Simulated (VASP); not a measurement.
Write the native input for VASP 6.6.1 that does the following.

* Task: electrostatic potential
* Functional: PBE
* Potentials or basis: VASP PAW PBE potentials, release 64 (Al, O)
* Cutoff: 520 eV
* k mesh: 8 × 8 × 8
* Occupations: gaussian, width 0.02 eV
* Spin: no spin polarisation
* Further INCAR settings: ALGO = Normal; EDIFF = 1e-07

The structure of Al2O3 lies in POSCAR:

```
Al2O3                                   
1.0
    2.3738915604      1.3705669281      4.3188725138
   -2.3738915604      1.3705669281      4.3188725138
    0.0000000000     -2.7411338661      4.3188725138
  Al              O             
     4     6
Direct
     0.3518830290303517    0.3518830290303517    0.3518830290303580
     0.1481169709696483    0.1481169709696483    0.1481169709696420
     0.6481169709696483    0.6481169709696483    0.6481169709696420
     0.8518830290303517    0.8518830290303517    0.8518830290303580
     0.5563166680848404    0.9436833319151596    0.2500000000000000
     0.2499999999999993    0.5563166680848397    0.9436833319151591
     0.9436833319151603    0.2500000000000007    0.5563166680848409
     0.4436833319151596    0.0563166680848404    0.7500000000000000
     0.7500000000000007    0.4436833319151602    0.0563166680848409
     0.0563166680848398    0.7499999999999993    0.4436833319151591
```

The cell was built by a generator and needn't be a form met in nature.

The input as run:

INCAR

```
SYSTEM = Al2O3
PREC = Accurate
ENCUT = 520
EDIFF = 1E-7
ISMEAR = 0
SIGMA = 0.02
LREAL = .FALSE.
LASPH = .TRUE.
NELM = 100
ALGO = Normal
ISIF = 2
LWAVE = .FALSE.
LCHARG = .TRUE.
GGA = PE
LVHAR = .TRUE.
```

KPOINTS

```
regular mesh
0
G
  8 8 8
  0 0 0
```

Potentials or basis: VASP PAW PBE potentials, release 64 (Al, O).

Launch:

```bash
$ cat potpaw_PBE.64/Al/POTCAR potpaw_PBE.64/O/POTCAR > POTCAR
$ mpirun -np 1 vasp_std > vasp.out
```

It gave:

```yaml
Pressure: 9.4 GPa
Largest_force: 0.044 eV/Å
Band_gap_on_the_k_mesh: 6.33 eV, direct
```

Run time: 110 s on 1 thread of AMD EPYC 9R45 96-Core Processor (Zen 5), on a shared host, peak memory 0.27 GiB.
